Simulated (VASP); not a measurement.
GaN (F-43m): one-shot GW input and result

All numbers below come from G0W0@LDA, real-axis frequency integration, PAW potentials of the _GW family (VASP 6.6.1).

The input was:

POSCAR
```
GaN
1.0
0 2.2675 2.2675
2.2675 0 2.2675
2.2675 2.2675 0
Ga N
1 1
Direct
0 0 0
0.25 0.25 0.25
```
KPOINTS
```
Automatic
0
Gamma
6 6 6
0 0 0
```
Potentials (LDA.64): Ga_d_GW, N_GW
INCAR, step 1 of 3
```
ENCUT = 420.9
LASPH = .TRUE.
ISMEAR = 0
SIGMA = 0.01
EDIFF = 1E-8
NELM = 200
LWAVE = .TRUE.
```
INCAR, step 2 of 3
```
ENCUT = 420.9
LASPH = .TRUE.
ISMEAR = 0
SIGMA = 0.01
NBANDS = 235
ALGO = Exact
NELM = 1
LWAVE = .TRUE.
LOPTICS = .TRUE.
```
INCAR, step 3 of 3
```
ENCUT = 420.9
LASPH = .TRUE.
ISMEAR = 0
SIGMA = 0.01
NBANDS = 235
NBANDSGW = 13
ALGO = EVGW0
NELMGW = 1
NOMEGA = 200
PRECFOCK = Fast
ENCUTGW = 180
ENCUTGWSOFT = 180
```

The input is rewritten from the run's settings.

Levels count from the highest filled Kohn-Sham level listed; ε_QP = ε_KS + Z(Σ − Vxc). VB is the top filled band, CB the lowest empty one. Linearised levels far below the gap are rough.

| k | band | ε_KS (eV) | Σx − Vxc (eV) | Σc (eV) | Z | ε_QP (eV) |
| --- | --- | --- | --- | --- | --- | --- |
| Γ | VB-8 | -15.65 | -9.53 | 7.93 | 0.65 | -16.69 |
| Γ | VB-5 | -13.60 | -13.11 | 9.55 | 0.72 | -16.16 |
| Γ | VB-3 | -13.30 | -13.18 | 9.51 | 0.73 | -15.97 |
| Γ | VB | 0.00 | -3.36 | 2.62 | 0.76 | -0.56 |
| Γ | CB | 1.61 | 4.44 | -3.72 | 0.79 | 2.18 |
| L | VB | -0.96 | -3.64 | 2.80 | 0.75 | -1.59 |
| L | CB | 4.41 | 5.51 | -4.48 | 0.79 | 5.22 |
| X | VB | -2.67 | -4.07 | 3.10 | 0.74 | -3.39 |
| X | CB | 3.23 | 4.57 | -3.99 | 0.80 | 3.69 |

The gap (direct at Γ) opens from 1.61 eV to 2.74 eV.

Electronic (ion-clamped) dielectric constant on this mesh, from the head of the inverse dielectric matrix: 6.9.

Spin-orbit coupling is left out. Band sums or response are cut, so the gap isn't at its basis limit. Filled d shells converge slowest, and with PAW files the limit can differ from the all-electron one by tenths of an eV. Meshes this coarse can overestimate the dielectric constant by a tenth and more.
